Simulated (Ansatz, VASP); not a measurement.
# Cross-check of GaSb between VASP and Ansatz, part 3 of 3

Wanted: the spread between two codes on one cell, functional and k mesh. The structure shown is the end of the Ansatz relaxation below.

VASP 6.6.1 and Ansatz 0.2.0.

So far: Starting point; Ansatz: relaxation, LDA; VASP: single point, LDA.

**3. VASP: single point, LDA (continued)**

Level of this step: LDA; plane waves and PAW (Ga_d, Sb) (VASP).

Numbers of over 12 decimals in the logs are rounded to 6 here.

OUTCAR, selected parts (step 3):

```text
ion  position               nearest neighbor table
   1  0.000  0.000  0.000-   2 2.64   2 2.64   2 2.64   2 2.64
   2  0.750  0.750  0.750-   1 2.64   1 2.64   1 2.64   1 2.64

  LATTYP: Found a trigonal (rhomboedric) cell.
 ALAT       =     4.3053185831
 COS(alpha) =     0.4998220056

 Subroutine GETGRP returns: Found  6 space group operations
 (whereof  6 operations were pure point group operations)

The static configuration has the point symmetry C_3v.

   k-points           NKPTS =   1728   k-points in BZ     NKDIM =   1728   number of bands    NBANDS=     15

   dimension x,y,z NGX =    32 NGY =   32 NGZ =   32
   dimension x,y,z NGXF=    64 NGYF=   64 NGZF=   64

   ENCUT  =  500.0 eV  36.75 Ry    6.06 a.u.   7.85  7.85  7.85*2*pi/ulx,y,z

   NELECT =      18.0000    total number of electrons

 k-points in reciprocal lattice and weights: Points of the shifted mesh
   0.04166667  0.04166667  0.04166667       0.001
   0.04166667  0.04166667  0.12500000       0.001
   0.04166667  0.04166667  0.20833333       0.001
   0.04166667  0.04166667  0.29166667       0.001
   0.04166667  0.04166667  0.37500000       0.001
   0.04166667  0.04166667  0.45833333       0.001
   0.04166667  0.04166667  0.54166667       0.001
   0.04166667  0.04166667  0.62500000       0.001
   0.04166667  0.04166667  0.70833333       0.001
[...]
0.95833333  0.95833333  0.87500000       0.001
   0.95833333  0.95833333  0.95833333       0.001

 average (electrostatic) potential at core
       1 -66.7562       2 -88.5324

 E-fermi :   4.9750

 k-point     1 :       0.0417    0.0417    0.0417
  band No.  band energies     occupation
    ...
      5     -10.2953      2.00000
      6      -6.7734      2.00000
      7       4.1728      2.00000
      8       4.7891      2.00000
      9       4.7891      2.00000
     10       5.3446      0.00000
     11       7.6164      0.00000
     12       7.6164      0.00000
     13       7.6239      0.00000
     14      10.5590      0.00000
    ...

 k-point     2 :       0.0417    0.0417    0.1250
  band No.  band energies     occupation
    ...
      5     -10.2952      2.00000
      6      -6.6768      2.00000
      7       3.1544      2.00000
      8       4.4228      2.00000
      9       4.7298      2.00000
     10       5.8885      0.00000
     11       7.7098      0.00000
     12       7.7417      0.00000
     13       8.1724      0.00000
     14      11.0902      0.00000
    ...

 k-point     3 :       0.0417    0.0417    0.2083
  band No.  band energies     occupation
    ...
      5     -10.2953      2.00000
      6      -6.4410      2.00000
      7       1.8065      2.00000
      8       4.0556      2.00000
      9       4.4736      2.00000
     10       5.9240      0.00000
     11       8.0442      0.00000
     12       8.2300      0.00000
     13       9.0427      0.00000
     14      11.8762      0.00000
    ...

  Total       -0.3108012     -0.3108012     -0.3108012      0.0004607      0.0004607      0.0004607
  in kB       -8.8221912     -8.8221912     -8.8221912      0.0130782      0.0130782      0.0130782
  external PRESSURE =      -8.8221912 kB  Pullay stress =       0.0000000 kB

  energy-cutoff  :      500.00
  volume of cell :       56.44
      direct lattice vectors                 reciprocal lattice vectors
    -0.000541848  3.044319941  3.044319941    -0.164196451  0.164225681  0.164225681
     3.044319941 -0.000541848  3.044319941     0.164225681 -0.164196451  0.164225681
     3.044319941  3.044319941 -0.000541848     0.164225681  0.164225681 -0.164196451

 POSITION                                       TOTAL-FORCE (eV/Angst)
 -----------------------------------------------------------------------------------
      0.00019      0.00019      0.00019        -0.000207     -0.000207     -0.000207
      4.56588      4.56588      4.56588         0.000207      0.000207      0.000207
 -----------------------------------------------------------------------------------
    total drift:                               -0.000002     -0.000002     -0.000003

  FREE ENERGIE OF THE ION-ELECTRON SYSTEM (eV)
  ---------------------------------------------------
  free  energy   TOTEN  =        -8.6723065269 eV

  energy  without entropy=       -8.6723065269  energy(sigma->0) =       -8.67230653

 total charge
# of ion       s       p       d       tot
------------------------------------------
    1        0.922   0.780   9.964  11.665
    2        1.139   1.350   0.030   2.518
--------------------------------------------------
tot          2.060   2.130   9.994  14.184

[... 3 further parts left out ...]
```

The run ends at a pressure of -0.88 GPa, with forces up to 3.6e-4 eV/Å.

**4. Comparison**

Known differences besides the potentials themselves: the two LDA forms differ slightly; the data sets hold 28 valence electrons in Ansatz (on its PAW soft_1 files) and 18 in VASP; the cutoff is 420 eV in Ansatz and 500 eV in VASP; VASP's log shows a relativistic correction to its local exchange, Ansatz's none; Ansatz's pressure holds a Pulay correction, VASP's none. Total energies have different zeros and are not compared.

Both answers:

| quantity | Ansatz | VASP | difference |
| --- | --- | --- | --- |
| pressure (GPa) | -1.06 | -0.88 | -0.17 |
| gap on the k mesh (eV) | 0.358 | 0.372 | -0.014 |

A gap on the mesh is an upper bound, since the band edges may lie between its points.

**5. Results**

| Item | Value |
| --- | --- |
| difference in gap on the k mesh (single point, LDA) | -0.014 eV |

What this shows: The difference in gap on the k mesh is -0.014 eV (single point, LDA), within the 0.08 eV picked in this series as the mark of a large difference. The data sets hold unlike numbers of valence electrons (28 in Ansatz and 18 in VASP), so part of the differences comes from the potentials. How closely two codes agree says nothing of how well the functional describes the real material.

[Lines on the potential files, build, host, timing and source positions are cut from VASP's logs without a mark.]

[Logs are printed without paths, hosts, clocks, repeated set-up lines and the standing remarks that a program may print on its own settings, such as how far it seeks lower states.]

[Hosts, paths, dates, database ids (printed as entryN), source tags and the programs' standing remarks are cut or masked in the printed files.]
